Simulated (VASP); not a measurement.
**HgTe: cell size and functional**

Which functional gives which lattice for HgTe? The starting structure is a measured crystal structure from the Crystallography Open Database.

Calculated with VASP 6.6.1; Kohn-Sham DFT with plane waves and PAW; PBEsol, LDA and PBE.

## (1) The starting structure

It takes space group F-43m (No. 216, cubic). The conventional cell has a = 6.460 Å, b = 6.460 Å, c = 6.460 Å, α = 90.00°, β = 90.00°, γ = 90.00°. Hg has 4 Te at 2.80 Å nearest. Te has 4 Hg at 2.80 Å nearest. Farther neighbours and most contacts between anions are not listed.

## (2) Relaxation with PBEsol

PBEsol restores the gradient expansion of exchange and is tuned for the cells of solids.

The input, INCAR:

```
SYSTEM = HgTe
PREC = Accurate
ENCUT = 450
EDIFF = 1E-06
NELM = 100
ISMEAR = 1
SIGMA = 0.15
LREAL = .FALSE.
ALGO = Normal
GGA = PS
NBANDS = 15
LORBIT = 11
LWAVE = .FALSE.
LCHARG = .FALSE.
KPAR = 2
IBRION = 2
NSW = 50
ISIF = 3
EDIFFG = -0.01
```

The input, POSCAR:

```
HgTe
1.0
    0.0000000000      3.2300000000      3.2300000000
    3.2300000000      0.0000000000      3.2300000000
    3.2300000000      3.2300000000      0.0000000000
Hg Te
1 1
Direct
    0.0000000000      0.0000000000      0.0000000000
    0.7500000000      0.7500000000      0.7500000000
```

The input, KPOINTS:

```
Automatic mesh
0
Gamma
12 12 12
0 0 0
```

Potentials, in the order of the species: Hg and Te (PBE family, release 64).

On the command line:

```console
> mpirun -np 2 vasp_std
```

What it wrote:

```text
[banner, memory and clock lines left out]
running    2 mpi-ranks, on    1 nodes
 distrk:  each k-point on    1 cores,    2 groups
 distr:  one band on    1 cores,    1 groups

 POSCAR found type information on POSCAR HgTe
 POSCAR found :  2 types and       2 ions
|                                                                             |
|               ----> ADVICE to this user running VASP <----                  |
|                                                                             |
|     You enforced a specific xc type in the INCAR file but a different       |
|     [... a line on the potential file left out ...]
|     I HOPE YOU KNOW WHAT YOU ARE DOING!                                     |
|                                                                             |

 LDA part: xc-table for (Slater+PW92), standard interpolation
 POSCAR, INCAR and KPOINTS ok, starting setup
 FFT: planning ... GRIDC
 FFT: planning ... GRID_SOFT
 FFT: planning ... GRID
 WAVECAR not read
 entering main loop
       N       E                     dE             d eps       ncg     rms          rms(c)
DAV:   1     0.975466699951E+02    0.97547E+02   -0.74984E+03  2176   0.926E+02
DAV:   2    -0.117233254524E+01   -0.98719E+02   -0.93033E+02  2468   0.229E+02
DAV:   3    -0.457499626274E+01   -0.34027E+01   -0.33934E+01  2629   0.443E+01
DAV:   4    -0.460699635216E+01   -0.32000E-01   -0.31997E-01  3187   0.387E+00
DAV:   5    -0.460710022640E+01   -0.10387E-03   -0.10387E-03  2776   0.187E-01    0.771E+00
DAV:   6    -0.438288533558E+01    0.22421E+00   -0.46926E-01  2447   0.973E+00    0.618E+00
DAV:   7    -0.437235234181E+01    0.10533E-01   -0.10412E-01  2335   0.232E+00    0.227E+00
DAV:   8    -0.437034980182E+01    0.20025E-02   -0.10777E-02  2496   0.126E+00    0.605E-01
DAV:   9    -0.437009666455E+01    0.25314E-03   -0.73053E-04  2783   0.322E-01    0.124E-01
DAV:  10    -0.437010420887E+01   -0.75443E-05   -0.77846E-05  2587   0.842E-02    0.517E-02
DAV:  11    -0.437011117923E+01   -0.69704E-05   -0.21656E-05  2531   0.393E-02    0.310E-02
DAV:  12    -0.437010974545E+01    0.14338E-05   -0.37526E-06  2454   0.176E-02    0.150E-02
DAV:  13    -0.437010974569E+01   -0.24261E-09   -0.28971E-07  1360   0.347E-03
   1 F= -.43701097E+01 E0= -.43701768E+01  d E =-.437011E+01
 curvature:   0.00 expect dE= 0.000E+00 dE for cont linesearch  0.000E+00
 trial: gam= 0.00000 g(F)=  0.109E-47 g(S)=  0.176E-01 ort = 0.000E+00 (trialstep = 0.100E+01)
 search vector abs. value=  0.176E-01
 bond charge predicted
       N       E                     dE             d eps       ncg     rms          rms(c)
DAV:   1    -0.457634114424E+01   -0.20623E+00   -0.38641E+00  2356   0.222E+01    0.381E+00
DAV:   2    -0.439869990666E+01    0.17764E+00   -0.40709E-01  2293   0.866E+00    0.130E+00
DAV:   3    -0.437959319865E+01    0.19107E-01   -0.42125E-02  2412   0.195E+00    0.124E+00
DAV:   4    -0.437603349967E+01    0.35597E-02   -0.55136E-03  2307   0.475E-01    0.252E-01
DAV:   5    -0.437576034785E+01    0.27315E-03   -0.76367E-04  2619   0.307E-01    0.166E-01
DAV:   6    -0.437576321989E+01   -0.28720E-05   -0.12216E-04  2314   0.940E-02    0.609E-02
DAV:   7    -0.437575809330E+01    0.51266E-05   -0.43259E-05  2615   0.790E-02    0.864E-03
DAV:   8    -0.437576021066E+01   -0.21174E-05   -0.56851E-06  2370   0.236E-02    0.570E-03
DAV:   9    -0.437576038451E+01   -0.17386E-06   -0.59068E-07  1864   0.538E-03
   2 F= -.43757604E+01 E0= -.43758404E+01  d E =-.565064E-02
 trial-energy change:   -0.005651  1 .order   -0.005876   -0.017624    0.005872
 step:   0.7390(harm=  0.7501)  dis= 0.00000  next Energy=    -4.376531 (dE=-0.642E-02)
 bond charge predicted
       N       E                     dE             d eps       ncg     rms          rms(c)
DAV:   1    -0.439045545456E+01   -0.14695E-01   -0.26196E-01  2398   0.567E+00    0.867E-01
DAV:   2    -0.437792987149E+01    0.12526E-01   -0.29491E-02  2321   0.240E+00    0.285E-01
DAV:   3    -0.437671317255E+01    0.12167E-02   -0.31230E-03  2356   0.502E-01    0.274E-01
DAV:   4    -0.437653569811E+01    0.17747E-03   -0.38796E-04  2349   0.147E-01    0.416E-02
DAV:   5    -0.437652335345E+01    0.12345E-04   -0.55850E-05  2524   0.886E-02    0.395E-02
DAV:   6    -0.437652546465E+01   -0.21112E-05   -0.11298E-05  2328   0.318E-02    0.147E-02
DAV:   7    -0.437652479919E+01    0.66546E-06   -0.25986E-06  2083   0.195E-02
   3 F= -.43765248E+01 E0= -.43766010E+01  d E =-.641505E-02
 curvature:  -0.37 expect dE=-0.333E-07 dE for cont linesearch -0.333E-07
 trial: gam= 0.00000 g(F)=  0.974E-48 g(S)=  0.888E-07 ort =-0.396E-04 (trialstep = 0.948E+00)
 search vector abs. value=  0.889E-07
 reached required accuracy - stopping structural energy minimisation
```

Run time: 2.1 min. Hardware: 2 MPI ranks of AMD EPYC 7R43, shared host; peak memory 0.38 GiB.

The logs omit lines about the potential files and the build; timing stands in the text.

Parts of OUTCAR (step 2):

```text
ion  position               nearest neighbor table
   1  0.000  0.000  0.000-   2 2.80   2 2.80   2 2.80   2 2.80
   2  0.750  0.750  0.750-   1 2.80   1 2.80   1 2.80   1 2.80

  LATTYP: Found a face centered cubic cell.
 ALAT       =     6.4600000000

 Subroutine GETGRP returns: Found 24 space group operations
 (whereof 24 operations were pure point group operations)

The static configuration has the point symmetry T_d .

 Found     72 irreducible k-points:

   k-points           NKPTS =     72   k-points in BZ     NKDIM =     72   number of bands    NBANDS=     15

   dimension x,y,z NGX =    32 NGY =   32 NGZ =   32
   dimension x,y,z NGXF=    64 NGYF=   64 NGZF=   64

   ENCUT  =  450.0 eV  33.07 Ry    5.75 a.u.   7.90  7.90  7.90*2*pi/ulx,y,z

   NELECT =      18.0000    total number of electrons

 k-points in reciprocal lattice and weights: Automatic mesh
   0.00000000  0.00000000  0.00000000       0.001
   0.08333333  0.00000000  0.00000000       0.005
   0.16666667  0.00000000  0.00000000       0.005
   0.25000000  0.00000000  0.00000000       0.005
   0.33333333  0.00000000  0.00000000       0.005
   0.41666667  0.00000000  0.00000000       0.005
   0.50000000  0.00000000  0.00000000       0.002
   0.08333333  0.08333333  0.00000000       0.003
   0.16666667  0.08333333  0.00000000       0.014
[...]
-0.33333333  0.50000000  0.16666667       0.007
  -0.25000000  0.50000000  0.25000000       0.003

 average (electrostatic) potential at core
       1 -40.4276       2 -91.4320

 E-fermi :   2.7249

 k-point     1 :       0.0000    0.0000    0.0000
  band No.  band energies     occupation
    ...
      6      -4.0007      2.00000
      7       1.8351      2.00000
      8       2.6974      1.30498
      9       2.6974      1.30498
     10       2.6974      1.30498
     11       6.9210      0.00000
     12       6.9210      0.00000
     13       6.9210      0.00000
     14       9.0162      0.00000
     15      12.1991      0.00000

 k-point     2 :       0.0833    0.0000    0.0000
  band No.  band energies     occupation
    ...
      5      -4.0018      2.00000
      6      -4.0018      2.00000
      7       1.2599      2.00000
      8       2.6188      1.92515
      9       2.6188      1.92515
     10       3.0837     -0.00371
     11       6.8137      0.00000
     12       7.0283      0.00000
     13       7.0283      0.00000
     14       9.5110      0.00000
    ...

 k-point     3 :       0.1667    0.0000    0.0000
  band No.  band energies     occupation
    ...
      5      -4.0034      2.00000
      6      -4.0034      2.00000
      7       0.3215      2.00000
      8       2.4197      2.01426
      9       2.4197      2.01426
     10       3.4319     -0.00000
     11       6.9189      0.00000
     12       7.2842      0.00000
     13       7.2842      0.00000
     14      10.3253      0.00000
    ...

  Total       -0.0011080     -0.0011080     -0.0011080     -0.0000000      0.0000000     -0.0000000
  in kB       -0.0256573     -0.0256573     -0.0256573     -0.0000000      0.0000000     -0.0000000
  external PRESSURE =      -0.0256573 kB  Pullay stress =       0.0000000 kB

  energy-cutoff  :      450.00
  volume of cell :       69.19
      direct lattice vectors                 reciprocal lattice vectors
     0.000000000  3.258413942  3.258413942    -0.153448889  0.153448889  0.153448889
     3.258413942 -0.000000000  3.258413942     0.153448889 -0.153448889  0.153448889
     3.258413942  3.258413942 -0.000000000     0.153448889  0.153448889 -0.153448889

 POSITION                                       TOTAL-FORCE (eV/Angst)
 -----------------------------------------------------------------------------------
      0.00000      0.00000      0.00000         0.000000      0.000000      0.000000
      4.88762      4.88762      4.88762        -0.000000     -0.000000     -0.000000
 -----------------------------------------------------------------------------------
    total drift:                                0.000000      0.000000      0.000000

  FREE ENERGIE OF THE ION-ELECTRON SYSTEM (eV)
  ---------------------------------------------------
  free  energy   TOTEN  =        -4.3765247992 eV

  energy  without entropy=       -4.3767534120  energy(sigma->0) =       -4.37660100

 reached required accuracy - stopping structural energy minimisation

 total charge
# of ion       s       p       d       tot
------------------------------------------
    1        0.748   0.404   9.349  10.501
    2        1.372   1.954   0.031   3.357
--------------------------------------------------
tot          2.120   2.358   9.380  13.858

[... 3 further parts left out ...]
```

CONTCAR:

```
HgTe
   1.00000000000000
     0.0000000000000000    3.2584139422494975    3.2584139422494975
     3.2584139422494975   -0.0000000000000000    3.2584139422494975
     3.2584139422494975    3.2584139422494975   -0.0000000000000000
  Hg              Te
     1     1
Direct
     0.0000000000000000    0.0000000000000000    0.0000000000000000
     0.7500000000000000    0.7500000000000000    0.7500000000000000
```

The PAW data sets were made with PBE, which is usual practice but a small mismatch for other functionals. The run keeps the 24 symmetry operations of its start, so it cannot find a distortion of lower symmetry.

With PBEsol the relaxed cell holds 34.595 Å³ an atom, +2.66 % against the measured cell, with a = 6.517 Å. Pressures at 0.985 and 1.015 times this volume, from two more relaxations that aren't shown, give a bulk modulus of 41.8 GPa.

## (3) Relaxation with LDA

LDA, the lowest rung, knows the local density alone.

Changes to INCAR since step 2:

```diff
@@ -9,3 +9,3 @@
 ALGO = Normal
-GGA = PS
+GGA = CA
 NBANDS = 15
```

POSCAR is that of step 2.

KPOINTS is that of step 2.

PAW data sets: Hg and Te (LDA family, release 64).

On the command line:

```console
> mpirun -np 2 vasp_std
```

What it wrote:

```text
[banner, memory and clock lines left out]
running    2 mpi-ranks, on    1 nodes
[...]
LDA part: xc-table for (Slater(with rela. corr.)+CA(PZ))
 , standard interpolation
 POSCAR, INCAR and KPOINTS ok, starting setup
[...]
entering main loop
       N       E                     dE             d eps       ncg     rms          rms(c)
DAV:   1     0.983440207617E+02    0.98344E+02   -0.74821E+03  2176   0.926E+02
DAV:   2    -0.170016038732E+01   -0.10004E+03   -0.94231E+02  2461   0.230E+02
DAV:   3    -0.523284081908E+01   -0.35327E+01   -0.35224E+01  2615   0.451E+01
DAV:   4    -0.526711623827E+01   -0.34275E-01   -0.34272E-01  3194   0.403E+00
[...]
DAV:  11    -0.503863545921E+01   -0.18887E-05   -0.15418E-05  2643   0.359E-02    0.266E-02
DAV:  12    -0.503863439931E+01    0.10599E-05   -0.27635E-06  2363   0.149E-02    0.121E-02
DAV:  13    -0.503863442016E+01   -0.20847E-07   -0.19840E-07  1325   0.294E-03
   1 F= -.50386344E+01 E0= -.50387026E+01  d E =-.503863E+01
[...]
DAV:   4    -0.503887939952E+01    0.14082E-03   -0.27407E-04  2377   0.128E-01    0.361E-02
DAV:   5    -0.503886692888E+01    0.12471E-04   -0.40068E-05  2622   0.785E-02    0.323E-02
DAV:   6    -0.503886679899E+01    0.12989E-06   -0.77231E-06  2307   0.256E-02
   2 F= -.50388668E+01 E0= -.50389325E+01  d E =-.232379E-03
 trial-energy change:   -0.000232  1 .order   -0.000326   -0.000866    0.000215
 step:   0.6906(harm=  0.8011)  dis= 0.00000  next Energy=    -5.038903 (dE=-0.268E-03)
[...]
N       E                     dE             d eps       ncg     rms          rms(c)
DAV:   1    -0.503992163659E+01   -0.10547E-02   -0.18991E-02  2447   0.157E+00    0.240E-01
DAV:   2    -0.503902825914E+01    0.89338E-03   -0.21164E-03  2377   0.648E-01    0.819E-02
DAV:   3    -0.503894238200E+01    0.85877E-04   -0.21456E-04  2433   0.135E-01    0.782E-02
DAV:   4    -0.503892804518E+01    0.14337E-04   -0.25829E-05  2398   0.380E-02    0.122E-02
DAV:   5    -0.503892678391E+01    0.12613E-05   -0.38129E-06  2370   0.240E-02    0.102E-02
DAV:   6    -0.503892675968E+01    0.24226E-07   -0.67063E-07  1185   0.766E-03
   3 F= -.50389268E+01 E0= -.50389932E+01  d E =-.292340E-03
[...]
reached required accuracy - stopping structural energy minimisation
```

It took 63 s on 2 MPI ranks; peak memory 0.35 GiB; 2.1 min of CPU time.

OUTCAR, selected parts (step 3):

```text
  Total        0.0076412      0.0076412      0.0076412     -0.0000000      0.0000000      0.0000000
  in kB        0.1826457      0.1826457      0.1826457     -0.0000000      0.0000000      0.0000000
  external PRESSURE =       0.1826457 kB  Pullay stress =       0.0000000 kB

 POSITION                                       TOTAL-FORCE (eV/Angst)
 -----------------------------------------------------------------------------------
      0.00000      0.00000      0.00000        -0.000000     -0.000000      0.000000
      4.83617      4.83617      4.83617         0.000000      0.000000     -0.000000
 -----------------------------------------------------------------------------------
    total drift:                               -0.000000     -0.000000      0.000000

  FREE ENERGIE OF THE ION-ELECTRON SYSTEM (eV)
  ---------------------------------------------------
  free  energy   TOTEN  =        -5.0389267597 eV

  energy  without entropy=       -5.0391260494  energy(sigma->0) =       -5.03899319

[... 2 parts as in an earlier step ...]

[... 2 further parts left out ...]
[key lines of the parts left out:]
E-fermi :   3.0057
```

With LDA the relaxed cell holds 33.514 Å³ an atom, -0.55 % against the measured cell, with a = 6.448 Å. That is -3.12 % from PBEsol. Pressures at 0.985 and 1.015 times this volume, from two more relaxations that aren't shown, give a bulk modulus of 47.1 GPa.

## (4) Relaxation with PBE

PBE, the usual starting point, adds the gradient of the density. This run starts from the cell of an earlier relaxation, which isn't shown; the restart sets up the plane waves anew.

Changes to INCAR since step 3:

```diff
@@ -9,3 +9,3 @@
 ALGO = Normal
-GGA = CA
+GGA = PE
 NBANDS = 15
```

The input, POSCAR:

```
HgTe
1.0
    0.0000000000      3.3273124440      3.3273124440
    3.3273124440      0.0000000000      3.3273124440
    3.3273124440      3.3273124440      0.0000000000
Hg Te
1 1
Direct
    0.0000000000      0.0000000000      0.0000000000
    0.7500000000      0.7500000000      0.7500000000
```

KPOINTS is that of step 3.

PAW data sets: Hg and Te (PBE family, release 64).

On the command line:

```console
> mpirun -np 2 vasp_std
```

What it wrote:

```text
[banner, memory and clock lines left out]
running    2 mpi-ranks, on    1 nodes
[...]
LDA part: xc-table for (Slater+PW92), standard interpolation
 POSCAR, INCAR and KPOINTS ok, starting setup
[...]
entering main loop
       N       E                     dE             d eps       ncg     rms          rms(c)
DAV:   1     0.965403997583E+02    0.96540E+02   -0.73181E+03  2160   0.912E+02
DAV:   2    -0.233494501375E+00   -0.96774E+02   -0.91290E+02  2447   0.223E+02
DAV:   3    -0.381682057056E+01   -0.35833E+01   -0.35726E+01  2741   0.449E+01
DAV:   4    -0.385224846154E+01   -0.35428E-01   -0.35426E-01  3176   0.395E+00
[...]
DAV:  10    -0.365109877566E+01   -0.30197E-04   -0.86307E-05  2527   0.836E-02    0.463E-02
DAV:  11    -0.365111287348E+01   -0.14098E-04   -0.25486E-05  2447   0.348E-02    0.199E-02
DAV:  12    -0.365111221285E+01    0.66063E-06   -0.31598E-06  2552   0.117E-02
   1 F= -.36511122E+01 E0= -.36512194E+01  d E =-.365111E+01
[...]
reached required accuracy - stopping structural energy minimisation
```

It took 40 s on 2 MPI ranks; peak memory 0.42 GiB; 79 s of CPU time.

OUTCAR, selected parts (step 4):

```text
  Total        0.0085593      0.0085593      0.0085593      0.0000000      0.0000000      0.0000000
  in kB        0.1861395      0.1861395      0.1861395      0.0000000      0.0000000      0.0000000
  external PRESSURE =       0.1861395 kB  Pullay stress =       0.0000000 kB

 POSITION                                       TOTAL-FORCE (eV/Angst)
 -----------------------------------------------------------------------------------
      0.00000      0.00000      0.00000        -0.000000     -0.000000     -0.000000
      4.99097      4.99097      4.99097         0.000000      0.000000      0.000000
 -----------------------------------------------------------------------------------
    total drift:                                0.000000      0.000000      0.000000

  FREE ENERGIE OF THE ION-ELECTRON SYSTEM (eV)
  ---------------------------------------------------
  free  energy   TOTEN  =        -3.6511122128 eV

  energy  without entropy=       -3.6514336829  energy(sigma->0) =       -3.65121937

[... 2 parts as in an earlier step ...]

[... 2 further parts left out ...]
[key lines of the parts left out:]
E-fermi :   2.2497
```

With PBE the relaxed cell holds 36.837 Å³ an atom, +9.31 % against the measured cell, with a = 6.655 Å. That is +6.48 % from PBEsol. Pressures at 0.985 and 1.015 times this volume, from two more relaxations that aren't shown, give a bulk modulus of 34.3 GPa.

## (5) All runs side by side

| level | volume (Å³/atom) | against the measured cell (%) | a (Å) | bulk modulus (GPa) | pressure left (GPa) | core minutes |
| --- | --- | --- | --- | --- | --- | --- |
| PBEsol | 34.595 | 2.66 | 6.5168 | 41.8 | 0.0 | 4.24 |
| LDA | 33.514 | -0.55 | 6.4482 | 47.1 | 0.02 | 2.1 |
| PBE | 36.837 | 9.31 | 6.6546 | 34.3 | 0.02 | 3.57 |

Core minutes are wall time times ranks, summed over the relaxations behind a row (those for a bulk modulus apart), on shared hosts.

## (6) Outcome

| Property | Result |
| --- | --- |
| volume, PBEsol | 34.60 Å³/atom |
| volume, LDA | 33.51 Å³/atom |
| volume, PBE | 36.84 Å³/atom |

**Reading.** Across 3 levels the volume of HgTe spans 9.9 %, from 33.51 Å³ an atom (LDA) to 36.84 Å³ (PBE). Against the measured volume of the starting structure, LDA comes nearest (-0.5 %) and PBE lies farthest (+9.3 %). The measured cell holds zero-point expansion and, unless it was taken cold, thermal expansion, which the runs lack, so small differences decide nothing. The bulk modulus goes from 34.3 GPa (PBE) to 47.1 GPa (LDA). Spin-orbit coupling is left out of all runs, which can matter with elements this heavy. All runs keep the symmetry of the start, so they can't find a distortion of lower symmetry. Further runs on this material are not shown.

[Lines on the potential files, build, host, timing and source positions are cut from VASP's logs without a mark.]

[Logs are printed without paths, hosts, clocks, repeated set-up lines and the standing remarks that a program may print on its own settings, such as how far it seeks lower states.]

[Hosts, paths, dates, database ids (printed as entryN), source tags and the programs' standing remarks are cut or masked in the printed files.]
